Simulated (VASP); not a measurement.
Calculation: PBE GGA, VASP's PBE PAW potentials (set 64) (plane waves; VASP).

VASP ran on this input.

INCAR:
```
SYSTEM=KBr
PREC=Accurate; ENCUT=480; LREAL=.False.
LASPH=.True.
EDIFF=1E-7; NELM=100; ALGO=Normal
LMAXMIX=4
ISMEAR=0; SIGMA=0.05
GGA=PE
ISIF=2
LWAVE=.False.; LCHARG=.False.
```

KPOINTS:
```
Automatic mesh
0
Gamma
6 6 6
0 0 0
```

POSCAR:
```
KBr
1
    0.0000000000     3.3841456181     3.3841456181
    3.3841456181     0.0000000000     3.3841456181
    3.3841456181     3.3841456181     0.0000000000
K Br
1 1
Direct
  0.0000000000   0.0000000000   0.0000000000
  0.5000000000   0.5000000000   0.5000000000
```

POTCAR, in this order: K_sv Br (PBE.64 set). Program: vasp_std.

Q: What does the run give for the energy per atom (σ→0), band gap (on the k-mesh)?

A: 
| Item | Result |
|---|---|
| energy per atom (σ→0) | -3.111 eV/atom |
| band gap (on the k-mesh) | 4.24 eV |

OSZICAR:
```
...
DAV:   8    -0.622036123270E+01   -0.10389E-01   -0.17228E-02   512   0.106E+00    0.129E-01
DAV:   9    -0.622108110910E+01   -0.71988E-03   -0.90156E-04   496   0.203E-01    0.836E-02
DAV:  10    -0.622156143229E+01   -0.48032E-03   -0.54890E-04   436   0.171E-01    0.160E-02
DAV:  11    -0.622156623165E+01   -0.47994E-05   -0.21442E-05   544   0.291E-02    0.546E-03
DAV:  12    -0.622156922065E+01   -0.29890E-05   -0.36690E-06   456   0.163E-02    0.425E-03
DAV:  13    -0.622156957102E+01   -0.35037E-06   -0.65181E-07   500   0.468E-03    0.677E-04
DAV:  14    -0.622156963024E+01   -0.59217E-07   -0.15878E-07   448   0.310E-03
   1 F= -.62215696E+01 E0= -.62215696E+01  d E =-.202626E-19
```

The compound is KBr in the rock salt structure. This cell was strained or had an atom moved on purpose.
